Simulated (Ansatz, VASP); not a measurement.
# NbAs in two plane-wave programs

One calculation is typed for both programs; each brings its own data sets and cutoff. How far apart do they land? The cell is taken from a series of VASP runs on this material, whose earlier steps may have relaxed, scaled or displaced it; both programs get it as it stands.

Main program and level: Ansatz 0.2.0; plane waves, with VASP 6.6.1 beside it; relaxation of cell and atoms at LDA.

### 1. Set-up

Symmetry: I4_1md, No. 109, tetragonal system. Conventional cell: a = 3.420 Å, b = 3.420 Å, c = 11.533 Å, α = 90.00°, β = 90.00°, γ = 90.00°. Nb has 6 As at 2.59 Å nearest. As has 6 Nb at 2.59 Å nearest. Farther neighbours are not listed.

### 2. Ansatz: relaxation of cell and atoms, LDA

Ansatz runs on its default PAW (the set named soft_2) files.

The relaxed volume is the usual yardstick between codes: its relative difference is about their pressure difference at one cell divided by the bulk modulus.

File input.yaml:

```yaml
crystal:
  lattice:
    - [-1.709906942, 1.709906942, 5.7665566875]
    - [1.709906942, -1.709906942, 5.7665566875]
    - [1.709906942, 1.709906942, -5.7665566875]
  atoms:
    - { symbol: Nb, position: [0.4987417213, 0.9987417213, 0.5] }
    - { symbol: Nb, position: [0.7487417213, 0.7487417213, 0.0] }
    - { symbol: As, position: [0.9172582787, 0.4172582787, 0.5] }
    - { symbol: As, position: [0.1672582787, 0.1672582787, 0.0] }
hamiltonian:
  xc: lda
  pseudopotentials: { kind: paw }
kpoints:
  mp_grid: { grid: [14, 14, 14] }
scf:
  occupations: { method: methfessel_paxton, width: 0.15 }
relax:
  f_tol: 0.01
  max_steps: 60
  cell: { stress_tol: 0.05 }
output:
  forces: true
  stress: true
```

Started as:

```bash
ansatz run input.yaml --threads 4 --pin off --max-ram 9216MiB --backend cpu --events-out ev --progress --plain --runs-dir out
```

Numbers of over 12 decimals in the logs are rounded to 6 here.

What it wrote:

```text
basis.fft_grid_basis auto: the FFT boxes are laid along the combinations [[1, 0, 1], [0, 1, 1], [0, 0, 1]] of the cell's own vectors, 3.420, 3.420 and 6.253 Å long. The dense box has 24×24×45 points. Along the cell's own vectors, as sized, it would have 45×45×45, 3.52 times as many. Of the 8 symmetry operations that the crystal satisfies within crystal.symmetry.tolerance (time reversal apart; of a slab, those that ke [...]
Engine: ansatz 0.2.0, aarch64-unknown-linux-gnu
Pseudopotentials: kind: paw
Pseudopotential: Nb, paw, valence charge 13, recommended cutoff 420 eV (normal), Nb.paw.azcp
Pseudopotential: As, paw, valence charge 15, recommended cutoff 420 eV (normal), As.paw.azcp
Functional definition: SPW92
  exchange = slater_x
  correlation = pw_c
Crystal: 4 atoms, lattice volume = 67.441 Å³
Basis set: ecut = 420 eV, 1323 PW (Γ), FFT grids on a1+a3, a2+a3, a3
Bands: 34, of which v1, the nominal top of the filled ones, is band 28 counted from 1 (27 counted from 0)
Symmetry: 8 space group operations
Space group: I41md (ITA 109), of the structure as read, at distance tolerance 4.1e-5 Å
k-points: 244 of 2744 (time reversal used)
Non-local potential: Nb, projectors of the file, l = 0: 3, l = 1: 2, l = 2: 2, l = 3: 1
Non-local potential: As, projectors of the file, l = 0: 2, l = 1: 2, l = 2: 3, l = 3: 1
PAW form: soft (Blöchl's): semilocal exchange-correlation on the pseudo side does not see the compensation charge
PAW frozen core: Nb, regenerated for the run's functional, and the local potential with it (the file was generated under x = pbe(κ = 0.804, μ = 0.219515), c = pbe(β = 0.066725))
PAW frozen core: As, regenerated for the run's functional, and the local potential with it (the file was generated under x = pbe(κ = 0.804, μ = 0.219515), c = pbe(β = 0.066725))
PAW one-centre angular grid: Nb, 590 points (default); XC on 64 Gauss nodes
PAW one-centre angular grid: As, 590 points (default); XC on 64 Gauss nodes
Initial density: superposition of atomic densities (neutral atoms: chi_scale 0, normalization atom), corrected by the library's trained network
Initial wavefunctions: pseudopotential atomic-orbital guess
Functional: x = slater, c = lda
SCF iter   1: F=—  HF=-18435.638393 eV  |F-HF|=—  |Δ(HF+E_count)|=         —  Δρ=1.08e-2  dr2=5.58e-2  ethr=1.77e-3  ⟨swp⟩=5.0  Hψ=32630  notcnv=0
preconditioner: auto → Kerker (q_TF=auto, 2.645 Å⁻¹)  [metal: Δε(μ)=0.003 eV  Ē_g=7.144 eV  σ=0.150 eV  W_gap=0.02  n_scr=24 (ndim 8)  ℏωp=20.2 eV  f_vac=0.000  D(μ)=0.57/eV (n_scr^D=2)]
SCF iter   2: F=—  HF=-18435.627965 eV  |F-HF|=—  |Δ(HF+E_count)|=   1.04e-2  S|Δr|=    0.00e0  Δρ=6.02e-3  dr2=1.80e-2  ethr=9.96e-5  ⟨swp⟩=1.0  Hψ=10248  notcnv=0
SCF iter   3: F=—  HF=-18435.623470 eV  |F-HF|=—  |Δ(HF+E_count)|=   4.50e-3  S|Δr|=    0.00e0  Δρ=6.71e-4  dr2=2.80e-4  ethr=3.22e-5  ⟨swp⟩=2.0  Hψ=10417  notcnv=0
SCF iter   4: F=—  HF=-18435.623354 eV  |F-HF|=—  |Δ(HF+E_count)|=   1.16e-4  S|Δr|=    0.00e0  Δρ=1.11e-4  dr2=9.38e-6  ethr=4.99e-7  ⟨swp⟩=2.3  Hψ=14088  notcnv=0
SCF iter   5: F=—  HF=-18435.623354 eV  |F-HF|=—  |Δ(HF+E_count)|=   8.28e-7  S|Δr|=    0.00e0  Δρ=4.75e-5  dr2=1.82e-6  ethr=1.67e-8  ⟨swp⟩=2.0  Hψ=14004  notcnv=0
SCF iter   6: F=—  HF=-18435.623351 eV  |F-HF|=—  |Δ(HF+E_count)|=   3.93e-6  S|Δr|=    0.00e0  Δρ=2.42e-5  dr2=4.42e-7  ethr=3.26e-9  ⟨swp⟩=2.0  Hψ=14275  notcnv=0
SCF iter   7: F=-18435.623350 eV  HF=-18435.623350 eV  |F-HF|=9.68e-9  |Δ(HF+E_count)|=   5.91e-8  S|Δr|=    0.00e0  Δρ=6.41e-6  dr2=2.12e-8  ethr=1.79e-10  ⟨swp⟩=2.9  Hψ=29779  notcnv=0
SCF 1 converged in 7 iterations: F = -18435.623350 eV  dr2 = 2.12e-8
  greatest PAW one-centre occupation: 0.999 electrons in one spin orbital (limit 2), on the As atom at site 3 (counted from 0), in its partial waves of l = 2
relax step   1: F+E_penalty+E_count = -18435.62335047 eV  Δ(F+E_penalty+E_count) = +0.000e0 eV  max|allowed force component| = 2.891e-3 eV/Å  Δτ_max = 0.0000 Å  P = -0.301 GPa  Ω = 67.441 Å³  (7 SCF iters, dr2 threshold 1.00e-7 eV, accepted)
[...]
relax step   2: F+E_penalty+E_count = -18435.62340063 eV  Δ(F+E_penalty+E_count) = -5.016e-5 eV  max|allowed force component| = 2.632e-3 eV/Å  Δτ_max = 0.0005 Å  P = +0.290 GPa  Ω = 67.236 Å³  energy of the carried Pulay correction = +3.659e-5 eV  (4 SCF iters, dr2 threshold 2.94e-7 eV, accepted)
[...]
relax step   3: F+E_penalty+E_count = -18435.62347894 eV  Δ(F+E_penalty+E_count) = -7.830e-5 eV  max|allowed force component| = 3.627e-4 eV/Å  Δτ_max = 0.0002 Å  P = -0.003 GPa  Ω = 67.338 Å³  energy of the carried Pulay correction = +1.822e-5 eV  (3 SCF iters, dr2 threshold 2.56e-7 eV, accepted)
[...]
relax step   4: F+E_penalty+E_count = -18435.62346065 eV  Δ(F+E_penalty+E_count) = +1.829e-5 eV  max|allowed force component| = 3.633e-4 eV/Å  Δτ_max = 0.0000 Å  P = -0.004 GPa  Ω = 67.338 Å³  stress off target by 9.71e-3 GPa  SCF on the basis re-selected at this cell (its energy is not comparable with the rows above)  (5 SCF iters)
basis re-selected at this cell: Δ(F+E_penalty+E_count) = +1.829e-5 eV, ΔP = -0.000 GPa vs the last step (what re-selecting the basis moved, of the pressure what is left beyond the Pulay correction that the steps carried, after the strain that the cell walked since its last selection, with what the two solves' SCF thresholds leave and, on support functions, any second-order correction that the steps lacked; it is no m [...]
SCF converged after 5 iterations
Stability not checked: this state was not tested for a lower state beside it, because cold or Methfessel-Paxton smearing, or corrected tetrahedra, fill the levels in a way that the test cannot read (fill_not_monotonic; see scf.lower_state_search)
Free energy (F): -18435.623461 eV
Harris-Foulkes:  -18435.623461 eV  (|F-HF|=3.64e-12)
Internal energy: -18435.623770 eV  (E = F + TS)
E sigma→0 (E₀):  -18435.623538 eV
Entropy (-TS):   0.000309 eV (0.077 meV/atom)
Fermi energy:    16.652078 eV
Step filling:    the computed levels leave a gap of 0.0076 eV = 0.1 smearing widths at the electron count; against every level under it full and every level over it empty, smearing changes F+E_penalty+E_count by -0.203 meV and its σ→0 estimate by -0.280 meV
--- Per-component energies (eV) ---
  E_band       = -466.160978
  E_kinetic    = 1004.681667
  E_local      = -4259.550404  (includes V_loc(G=0)·N_el)
  E_nonlocal   = -1081.003789
  E_hartree    = 2115.105811
  E_xc         = -511.127838
  E_vxc        = -590.205719  (∫ρ·V_xc dr)
  E_paw        = -9439.340912  (= ΣΔE_a)
  E_vpaw       = 229.705575  (= ΣTr[D̂ρ^β])
  E_aug_tail   = 0.000026  (compensation charges beyond the density's cutoff)
  E_ewald      = -6269.390179
  E_core_change = 5.001849  (= ΣΔE_core)
  E_smearing   = 0.000309  (= −TS)
  E_closure    = 0.000000  (closes the sum)
  Σ components = -18435.623461   (vs F -18435.623461, Δ=0.00e0)
--- Forces (eV/Å), atoms counted from 1 ---
  atom   1  Nb    -0.00000000    -0.00000000    -0.00036313
  atom   2  Nb     0.00000000    -0.00000000    -0.00036313
  atom   3  As     0.00000000    -0.00000000     0.00036352
  atom   4  As     0.00000000     0.00000000     0.00036352
  max |Σ_I F_I| component: 7.70e-7 eV/Å
--- Stress (GPa, compression-positive) ---
       -0.000599      -0.000000       0.000000
       -0.000000      -0.000599      -0.000000
        0.000000      -0.000000      -0.009711
  P = ⅓ Tr σ = -0.0036 GPa (-0.036 kbar)
--- Relaxed structure (3 steps of the walk, 3 accepted, 1 SCFs on fresh bases) ---
  F+E_penalty+E_count = -18435.62346065 eV   max|allowed force component| = 3.633e-4 eV/Å   (the final SCF, on the basis selected at the relaxed cell)
  cell:  # Å, volume = 67.3384 Å³
    - [-1.708650, 1.708650, 5.766289]
    - [1.708650, -1.708650, 5.766289]
    - [1.708650, 1.708650, -5.766289]
  atoms:
    - { symbol: Nb, position: [0.498770, 0.998770, 0.5] }
    - { symbol: Nb, position: [0.748770, 0.748770, 0] }
    - { symbol: As, position: [0.917230, 0.417230, 0.5] }
    - { symbol: As, position: [0.167230, 0.167230, 0] }
```

The job ended after 41 s (4 threads of Arm Neoverse V2, shared host; peak memory 0.68 GiB).

### 3. VASP: relaxation of cell and atoms, LDA

The same cell, functional (in two slightly different forms), mesh and smearing now go to VASP, with its own data sets and cutoff.

Lines of VASP's logs that name or quote its potential files are left out, and so is its time.

File INCAR:

```
SYSTEM = NbAs
PREC = Accurate
ENCUT = 450
EDIFF = 1E-07
NELM = 100
ISMEAR = 1
SIGMA = 0.15
LREAL = .FALSE.
ALGO = Normal
GGA = CA
NBANDS = 24
LORBIT = 11
LWAVE = .FALSE.
LCHARG = .FALSE.
KPAR = 4
IBRION = 2
NSW = 50
ISIF = 3
EDIFFG = -0.002
```

File POSCAR:

```
NbAs
1.0
   -1.7099069420      1.7099069420      5.7665566875
    1.7099069420     -1.7099069420      5.7665566875
    1.7099069420      1.7099069420     -5.7665566875
Nb As
2 2
Direct
    0.4987417213      0.9987417213      0.5000000000
    0.7487417213      0.7487417213      0.0000000000
    0.9172582787      0.4172582787      0.5000000000
    0.1672582787      0.1672582787      0.0000000000
```

File KPOINTS:

```
Automatic mesh
0
Gamma
14 14 14
0 0 0
```

The projector-augmented-wave data sets are Nb_sv and As (LDA family, release 64).

Started as:

```bash
mpirun -np 4 vasp_std
```

What it wrote:

```text
[banner, memory and clock lines left out]
running    4 mpi-ranks, on    1 nodes
 distrk:  each k-point on    1 cores,    4 groups
 distr:  one band on    1 cores,    1 groups

 POSCAR found type information on POSCAR NbAs
 POSCAR found :  2 types and       4 ions
 LDA part: xc-table for (Slater(with rela. corr.)+CA(PZ))
 , standard interpolation
 POSCAR, INCAR and KPOINTS ok, starting setup
 FFT: planning ... GRIDC
 FFT: planning ... GRID_SOFT
 FFT: planning ... GRID
 WAVECAR not read
 entering main loop
       N       E                     dE             d eps       ncg     rms          rms(c)
DAV:   1     0.339777974354E+03    0.33978E+03   -0.17726E+04 11776   0.134E+03
DAV:   2    -0.972415029119E+01   -0.34950E+03   -0.34215E+03 15224   0.537E+02
DAV:   3    -0.363953558483E+02   -0.26671E+02   -0.26296E+02 20880   0.109E+02
DAV:   4    -0.382288454210E+02   -0.18335E+01   -0.18264E+01 18456   0.236E+01
DAV:   5    -0.382902256873E+02   -0.61380E-01   -0.61361E-01 20088   0.474E+00    0.116E+01
DAV:   6    -0.364230579369E+02    0.18672E+01   -0.81195E+00 18288   0.194E+01    0.347E+00
DAV:   7    -0.363957134919E+02    0.27344E-01   -0.40756E-01 19904   0.387E+00    0.205E+00
DAV:   8    -0.363790644399E+02    0.16649E-01   -0.61872E-02 18208   0.145E+00    0.386E-01
DAV:   9    -0.363789563144E+02    0.10813E-03   -0.60830E-03 20344   0.535E-01    0.213E-01
DAV:  10    -0.363789555094E+02    0.80500E-06   -0.11270E-03 17392   0.312E-01    0.290E-02
DAV:  11    -0.363789487994E+02    0.67099E-05   -0.60033E-05 17856   0.717E-02    0.129E-02
DAV:  12    -0.363789481504E+02    0.64907E-06   -0.36529E-06 18344   0.161E-02    0.354E-03
DAV:  13    -0.363789480925E+02    0.57889E-07   -0.16791E-07 12168   0.398E-03
   1 F= -.36378948E+02 E0= -.36379051E+02  d E =-.363789E+02
 curvature:   0.00 expect dE= 0.000E+00 dE for cont linesearch  0.000E+00
 trial: gam= 0.00000 g(F)=  0.911E-09 g(S)=  0.150E-04 ort = 0.000E+00 (trialstep = 0.100E+01)
 search vector abs. value=  0.150E-04
 bond charge predicted
       N       E                     dE             d eps       ncg     rms          rms(c)
DAV:   1    -0.363790755803E+02   -0.12743E-03   -0.49163E-03 15928   0.831E-01    0.904E-02
DAV:   2    -0.363789640951E+02    0.11149E-03   -0.59403E-04 20608   0.245E-01    0.356E-02
DAV:   3    -0.363789377411E+02    0.26354E-04   -0.58043E-05 22904   0.612E-02    0.129E-02
DAV:   4    -0.363789371515E+02    0.58957E-06   -0.18191E-05 23184   0.198E-02    0.723E-03
DAV:   5    -0.363789389813E+02   -0.18298E-05   -0.68999E-06 21600   0.180E-02    0.281E-03
DAV:   6    -0.363789389347E+02    0.46657E-07   -0.72091E-07 18152   0.693E-03
   2 F= -.36378939E+02 E0= -.36379041E+02  d E =0.915781E-05
 trial-energy change:    0.000009  1 .order    0.000007   -0.000015    0.000030
 step:   0.2878(harm=  0.3336)  dis= 0.00000  next Energy=   -36.378950 (dE=-0.212E-05)
 bond charge predicted
       N       E                     dE             d eps       ncg     rms          rms(c)
DAV:   1    -0.363790182104E+02   -0.79229E-04   -0.24894E-03 14912   0.592E-01    0.638E-02
DAV:   2    -0.363789626619E+02    0.55549E-04   -0.29428E-04 20312   0.174E-01    0.254E-02
DAV:   3    -0.363789490851E+02    0.13577E-04   -0.31325E-05 22984   0.452E-02    0.924E-03
DAV:   4    -0.363789488603E+02    0.22482E-06   -0.87430E-06 23152   0.134E-02    0.501E-03
DAV:   5    -0.363789497538E+02   -0.89358E-06   -0.33929E-06 22416   0.128E-02    0.289E-03
DAV:   6    -0.363789497538E+02    0.68212E-10   -0.34527E-07 14072   0.469E-03
   3 F= -.36378950E+02 E0= -.36379053E+02  d E =-.166129E-05
 curvature:  -0.17 expect dE=-0.489E-07 dE for cont linesearch -0.673E-08
 trial: gam=-0.03237 g(F)=  0.114E-07 g(S)=  0.283E-06 ort = 0.780E-06 (trialstep = 0.858E+00)
 search vector abs. value=  0.260E-06
 reached required accuracy - stopping structural energy minimisation
```

OUTCAR, selected parts (step 3):

```text
ion  position               nearest neighbor table
   1  0.499  0.999  0.500-   4 2.59   4 2.59   3 2.59   3 2.59   3 2.59   3 2.59
   2  0.749  0.749  0.000-   3 2.59   3 2.59   4 2.59   4 2.59   4 2.59   4 2.59
   3  0.917  0.417  0.500-   2 2.59   2 2.59   1 2.59   1 2.59   1 2.59   1 2.59
   4  0.167  0.167  0.000-   1 2.59   1 2.59   2 2.59   2 2.59   2 2.59   2 2.59

  LATTYP: Found a body centered tetragonal cell.
 ALAT       =     3.4198138840
 C/A-ratio  =     3.3724389005

 Subroutine GETGRP returns: Found  8 space group operations
 (whereof  4 operations were pure point group operations)

The static configuration has the point symmetry C_2v.
 The point group associated with its full space group is C_4v.

 Found    244 irreducible k-points:

   k-points           NKPTS =    244   k-points in BZ     NKDIM =    244   number of bands    NBANDS=     24

   dimension x,y,z NGX =    48 NGY =   48 NGZ =   48
   dimension x,y,z NGXF=    96 NGYF=   96 NGZF=   96

   ENCUT  =  450.0 eV  33.07 Ry    5.75 a.u.  10.82 10.82 10.82*2*pi/ulx,y,z

   NELECT =      36.0000    total number of electrons

 k-points in reciprocal lattice and weights: Automatic mesh
   0.00000000  0.00000000  0.00000000       0.000
   0.07142857  0.00000000  0.00000000       0.003
   0.14285714  0.00000000  0.00000000       0.003
   0.21428571 -0.00000000  0.00000000       0.003
   0.28571429  0.00000000  0.00000000       0.003
   0.35714286  0.00000000  0.00000000       0.003
   0.42857143 -0.00000000  0.00000000       0.003
   0.50000000  0.00000000  0.00000000       0.001
   0.07142857  0.07142857  0.00000000       0.003
[...]
-0.42857143 -0.42857143  0.42857143       0.001
   0.50000000  0.50000000  0.50000000       0.000

 average (electrostatic) potential at core
       1 -78.5725       2 -78.5725       3 -47.8440       4 -47.8440

 E-fermi :   9.9830

 k-point     1 :       0.0000    0.0000    0.0000
  band No.  band energies     occupation
    ...
     14       7.7196      2.00000
     15       7.8375      2.00000
     16       8.2196      2.00000
     17       8.5746      2.00000
     18       8.5746      2.00000
     19      10.6874     -0.00000
     20      11.2906     -0.00000
     21      12.5351     -0.00000
     22      13.0725      0.00000
     23      13.0725      0.00000
    ...

 k-point     2 :       0.0714    0.0000    0.0000
  band No.  band energies     occupation
    ...
     14       7.6588      2.00000
     15       7.8745      2.00000
     16       8.1396      2.00000
     17       8.5513      2.00000
     18       8.6520      2.00000
     19      10.5989     -0.00000
     20      11.1864     -0.00000
     21      12.4320     -0.00000
     22      12.9415     -0.00000
     23      13.2402      0.00000
    ...

 k-point     3 :       0.1429    0.0000    0.0000
  band No.  band energies     occupation
    ...
     14       7.5030      2.00000
     15       8.0160      2.00000
     16       8.1900      2.00000
     17       8.4427      2.00000
     18       8.8622      2.00000
     19      10.4393     -0.00015
     20      11.0092     -0.00000
     21      11.9917     -0.00000
     22      12.8681     -0.00000
     23      13.1192      0.00000
    ...

  Total        0.0011863      0.0011863     -0.0045438      0.0000000      0.0000000      0.0000000
  in kB        0.0281876      0.0281876     -0.1079686      0.0000000      0.0000000      0.0000000
  external PRESSURE =      -0.0171978 kB  Pullay stress =       0.0000000 kB

  energy-cutoff  :      450.00
  volume of cell :       67.43
      direct lattice vectors                 reciprocal lattice vectors
    -1.709798023  1.709798023  5.766078840     0.000000000  0.292432202  0.086714042
     1.709798023 -1.709798023  5.766078840     0.292432202  0.000000000  0.086714042
     1.709798023  1.709798023 -5.766078840     0.292432202  0.292432202  0.000000000

 POSITION                                       TOTAL-FORCE (eV/Angst)
 -----------------------------------------------------------------------------------
      1.70980      0.00000      5.75157         0.000000     -0.000000     -0.000243
      0.00000      0.00000      8.63461        -0.000000      0.000000     -0.000243
      0.00000      1.70980      4.81189        -0.000000     -0.000000      0.000243
      0.00000      0.00000      1.92885        -0.000000     -0.000000      0.000243
 -----------------------------------------------------------------------------------
    total drift:                                0.000000      0.000000     -0.000523

  FREE ENERGIE OF THE ION-ELECTRON SYSTEM (eV)
  ---------------------------------------------------
  free  energy   TOTEN  =       -36.3789497538 eV

  energy  without entropy=      -36.3792585754  energy(sigma->0) =      -36.37905269

 reached required accuracy - stopping structural energy minimisation

 total charge
# of ion       s       p       d       tot
------------------------------------------
    1        2.153   6.019   2.543  10.715
    2        2.153   6.019   2.543  10.715
    3        1.208   1.676   0.080   2.964
    4        1.208   1.676   0.080   2.964
--------------------------------------------------
tot          6.722  15.390   5.246  27.359

[... 3 further parts left out ...]
```

CONTCAR:

```
NbAs
   1.00000000000000
    -1.7097980227359610    1.7097980227359610    5.7660788404535639
     1.7097980227359610   -1.7097980227359610    5.7660788404535639
     1.7097980227359610    1.7097980227359610   -5.7660788404535639
  Nb              As
     2     2
Direct
     0.4987418039470984    0.9987418039470983    0.5000000000000000
     0.7487418039470983    0.7487418039470983    0.0000000000000000
     0.9172581960528985    0.4172581960528984    0.5000000000000000
     0.1672581960528984    0.1672581960528984    0.0000000000000000
```

The run keeps the 8 symmetry operations of its start, so it cannot find a distortion of lower symmetry.

### 4. Comparison

Known differences besides the potentials themselves: the two LDA forms differ slightly; both relaxations stop at a tolerance, which leaves soft axes loose, and VASP keeps its plane-wave basis; the data sets hold 56 valence electrons in Ansatz (default PAW (the set named soft_2) files) and 36 in VASP; the cutoff is 420 eV in Ansatz and 450 eV in VASP; VASP's log shows a relativistic correction to its local exchange, Ansatz's none; Ansatz adds a Pulay correction to the stress that steers its cell, VASP none. Total energies have different zeros and are not compared.

Compared:

| quantity | Ansatz | VASP | difference |
| --- | --- | --- | --- |
| volume (Å³) | 67.34 | 67.43 | -0.13 % |
| edge a after relaxation, in the typed setting (Å) | 6.252 | 6.253 | -0.01 % |

The walks stopped with 0.00 GPa left in Ansatz and 0.00 GPa in VASP; each walk ends within a tolerance, so the volume difference is uncertain by about these residues over the bulk modulus, most in soft cells.

### 5. Outcome

* difference in volume (relaxation of cell and atoms, LDA): -0.13 %

The difference in volume is -0.13 % (relaxation of cell and atoms, LDA), within the 1.2 % picked in this series as the mark of a large difference, as far as the stopping tolerances let one tell. How closely two codes agree says nothing of how well the functional describes the real material.

[Lines on the potential files, build, host, timing and source positions are cut from VASP's logs without a mark.]

[Logs are printed without paths, hosts, clocks, repeated set-up lines and the standing remarks that a program may print on its own settings, such as how far it seeks lower states.]

[Hosts, paths, dates, database ids (printed as entryN), source tags and the programs' standing remarks are cut or masked in the printed files.]
